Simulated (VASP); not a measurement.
Given:

```
CELL_PARAMETERS angstrom
      0.00000     2.80260     2.80260
      2.80260     0.00000     2.80260
      2.80260     2.80260     0.00000
ATOMIC_POSITIONS crystal
  Mg 0.00000 0.00000 0.00000
  Se 0.50000 0.50000 0.50000
```

Computed with vdW-DF2, VASP's PBE PAW potentials (set 64) (plane waves; VASP). Settings: 520 eV cut-off, 9×9×9 Γ-centred mesh, tetrahedra with Blöchl corrections, potentials Mg Se.

Predict the energy per atom (σ→0).

```yaml
energy per atom (σ→0): -1.976 eV/atom
```

Only differences to runs with the same potentials and settings are physical.

The compound is MgSe in the rock salt structure. It was relaxed first, which changed the volume by +8 %.
